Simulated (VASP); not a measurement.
A convergence study with VASP on CaO (rock salt): one setting is varied, all else stays as given below, so the limit is that of these other settings.

```yaml
crystal:
  lattice:
    - [0.00000, 2.40500, 2.40500]
    - [2.40500, 0.00000, 2.40500]
    - [2.40500, 2.40500, 0.00000]
  atoms:
    - { symbol: Ca, position: [0.00000, 0.00000, 0.00000] }
    - { symbol: O, position: [0.50000, 0.50000, 0.50000] }
```

Calculation: LDA (Ceperley-Alder, Perdew-Zunger), VASP's LDA PAW potentials (set 64) (plane waves; VASP 6.6.1). The tightest run used: 700 eV cut-off, 15×15×15 Monkhorst-Pack mesh, Gaussian smearing of 0.050 eV, potentials Ca_sv O.

| setting | E (eV/atom) | pressure (GPa) | irreducible k-points |
|---|---|---|---|
| 1×1×1 mesh | -2.4583 | 45.62 | 1 |
| 2×2×2 mesh | -7.1371 | -7.59 | 2 |
| 3×3×3 mesh | -7.0810 | -6.34 | 4 |

Task: These are the cheaper rows. Estimate the results at 15×15×15 mesh, and how far the last row shown lies from them.

Result: 
```
quantity        tightest run  last row shown is off by
--------------  ------------  ------------------------
E (eV/atom)          -7.0977                    0.0167
pressure (GPa)         -6.59                      0.26
```

Left out are rungs that failed or repeat a setting and relaxations that didn't move; long series are thinned to 24 rows.

The compound is CaO in the rock salt structure. The cell was not relaxed at this level.
